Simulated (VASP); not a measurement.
Given:

```xyz
2
Lattice="1.7303 -2.9969 0.0000 1.7303 2.9969 0.0000 0.0000 0.0000 5.4343" Properties=species:S:1:pos:R:3 pbc="T T T"
Y      1.7303     0.9990     1.3586
Y      1.7303    -0.9990     4.0757
```

These are PBEsol GGA, VASP's PBE PAW potentials (set 64) (plane waves; VASP) values and carry that method's errors. Numerical set-up: 500 eV cut-off, 12×12×7 Γ-centred mesh, first-order Methfessel-Paxton smearing of 0.10 eV, potentials Y_sv.

Energy and stress use the plane-wave basis of the starting cell.

Question: The ions, cell shape and volume at an external pressure of 10.0 GPa are relaxed. What does this cell relax into?

Answer: 
```xyz
2
Lattice="1.6816 -2.9127 0.0000 1.6816 2.9127 0.0000 0.0000 0.0000 5.2912" Properties=species:S:1:pos:R:3 pbc="T T T"
Y      1.6816     0.9709     1.3228
Y      1.6816    -0.9709     3.9684
```
Space group P6_3/mmc (194), at a tolerance of 0.03 Å.

Question: How do energy and volume change from the first to the last step?

Answer: The energy (σ→0) changes by +103.0 meV/atom and the volume by -8.0 %, in 5 ionic steps.

```
step  E(σ→0) (eV)  max force (eV/Å)  pressure (GPa)  volume (Å³)
----  -----------  ----------------  --------------  -----------
1        -13.5439             0.000            4.91        56.36
2        -13.1585             0.000           13.57        49.37
3        -13.3368             0.000            9.98        51.82
4        -13.3313             0.000           10.09        51.73
5        -13.3379             0.000            9.96        51.83
```

The compound is Y in the hcp structure. This run relaxes it under an external pressure of 10 GPa. Symmetry was kept, so distortions that lower it aren't found.
